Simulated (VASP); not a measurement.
Data:

```
BeTe
1.0
    0.00000     2.81500     2.81500
    2.81500     0.00000     2.81500
    2.81500     2.81500     0.00000
Be Te
1 1
Direct
  0.00000   0.00000   0.00000
  0.25000   0.25000   0.25000
```

Level of theory: PBE GGA with D3 dispersion (zero damping), VASP's PBE PAW potentials (set 64) (plane waves; VASP). Settings: 520 eV cut-off, 9×9×9 Γ-centred mesh, tetrahedra with Blöchl corrections, potentials Be Te.

**Question.** Estimate the energy per atom (σ→0).

**Answer.** 
The energy per atom (σ→0) comes out as -4.028 eV/atom.

The absolute energy has meaning only against runs of the same code, potentials and settings.

The compound is BeTe in the zinc blende structure. The cell was not relaxed at this level.
